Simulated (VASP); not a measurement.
Data:

```yaml
crystal:
  lattice:
    - [0.00000, 2.98777, 2.98777]
    - [2.98777, 0.00000, 2.98777]
    - [2.98777, 2.98777, 0.00000]
  atoms:
    - { symbol: Pb, position: [0.00000, 0.00000, 0.00000] }
    - { symbol: Se, position: [0.50000, 0.50000, 0.50000] }
```

Computed with PBEsol GGA, VASP's PBE PAW potentials (set 64) (plane waves; VASP). Numerical set-up: 520 eV cut-off, 8×8×8 Γ-centred mesh, Gaussian smearing of 0.050 eV, potentials Pb_d Se.

Task: Give the stress tensor in GPa (positive for a compressed cell).

Result: 
```
3.76  0.00  0.00
0.00  3.76  0.00
0.00  0.00  3.76
```
The pressure is its mean diagonal, 3.76 GPa.

The compound is PbSe in the rock salt structure. This cell is one point of a volume scan, at 0.94 of the reference volume.
